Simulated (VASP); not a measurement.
Input:

```
CELL_PARAMETERS angstrom
      0.00000     2.46467     2.46467
      2.46467     0.00000     2.46467
      2.46467     2.46467     0.00000
ATOMIC_POSITIONS crystal
  Y  0.00000 0.00000 0.00000
  N  0.50000 0.50000 0.50000
```

Calculation: revPBE GGA, VASP's PBE PAW potentials (set 64) (plane waves; VASP). Settings: 520 eV cut-off, Gaussian smearing of 0.050 eV, potentials Y_sv N.

**Question.** What does the run give for the band gap (along the path) with the smallest direct gap where there is one?

**Answer.** 
The band gap (along the path) comes out as 0.27 eV and the smallest direct gap (along the path) comes out as 0.67 eV.

The compound is YN in the rock salt structure. It was relaxed first.
